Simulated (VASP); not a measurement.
Runs of VASP 6.6.1 on Ca. It takes space group Fm-3m (No. 225, cubic). Conventional cell: a = 5.588 Å, b = 5.588 Å, c = 5.588 Å, α = 90.00°, β = 90.00°, γ = 90.00°. Ca (site symmetry m-3m) has 12 Ca at 3.95 Å as nearest neighbours. 

```tsv
level	potentials or basis	gap on the mesh (eV)	pressure (GPa)	relaxed volume (Å³/atom)
r2SCAN	VASP PAW PBE potentials, release 64 (Ca_sv)	none	0.0	43.47
PBE+D3(BJ)	VASP PAW PBE potentials, release 64 (Ca_sv)	none	0.0	40.20
PBE	VASP PAW PBE potentials, release 64 (Ca_sv)	none	0.0	42.20
LDA	VASP PAW LDA potentials, release 64 (Ca_sv)	none	0.0	(b)
PBEsol	VASP PAW PBE potentials, release 64 (Ca_sv)	none	0.0	(a)
```

Alike in all rows: task relaxation of cell and atoms; no spin polarisation; cell relaxed; k mesh 14 × 14 × 14; cutoff (eV) 600; smearing methfessel-paxton 0.1 eV.

**Question.** Estimate the missing entries.

**Answer.** (a) 40.61; (b) 38.03.

Caveats: the PAW data sets were made with another functional, which shifts forces and pressure a little (some runs); pairwise dispersion overbinds metals, which lowers pressure and volume (some runs); the volume moved by -13 % from the deposited cell, more than functionals usually miss (some runs).

A k mesh can miss the band edges.

A gap of «none» marks a metal or a gap under the smearing width.

Not every run made on this cell is shown here.
